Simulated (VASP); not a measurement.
These are vdW-DF2, VASP's PBE PAW potentials (set 64) (plane waves; VASP) values and carry that method's errors.

A VASP calculation is set up with these files.

### INCAR
```
# general
SYSTEM    =  FeAl
PREC      =  Accurate
ENCUT     =  520
LREAL     =  .FALSE.
LASPH     =  .TRUE.

# electronic loop
EDIFF     =  1E-7   # SCF stop (eV)
NELM      =  100   # most electronic steps
ALGO      =  Normal   # blocked Davidson
LMAXMIX   =  4   # l cut-off of mixed one-centre charges

# smearing
ISMEAR    =  -5   # tetrahedra, Bloechl

# functional
GGA       =  ML
LUSE_VDW  =  .TRUE.
AGGAC     =  0.0
ZAB_VDW   =  -1.8867

# ions
ISIF      =  2

# output
LWAVE     =  .FALSE.
LCHARG    =  .TRUE.
LORBIT    =  11
NEDOS     =  601   # DOS grid
```

### KPOINTS
```
kpoints
0
Gamma
  14 14 14
0 0 0
```

File POSCAR:
```
FeAl
1
    2.9057291506    -0.0000000000    -0.0000000000
    0.0000000000     2.9057291506     0.0000000000
   -0.0000000000    -0.0000000000     2.9057291506
Al Fe
1 1
Direct
  0.5000000000   0.5000000000   0.5000000000
  0.0000000000   0.0000000000   0.0000000000
```

POTCAR, in this order: Al Fe (PBE.64 set). Program: vasp_std.

Q: What will the output report for the number of irreducible k-points (NKPTS), largest plane-wave count, number of space-group operations, FFT grid (NGX, NGY, NGZ)?

A: 
number of irreducible k-points (NKPTS): 120
largest plane-wave count: 691
number of space-group operations: 48
FFT grid (NGX, NGY, NGZ): 24 × 24 × 24

The compound is FeAl in the CsCl type structure. It was relaxed first. The run is not spin-polarised, so no magnetic state was tried. The electron count is odd and the run is not spin-polarised, which forces a metal.
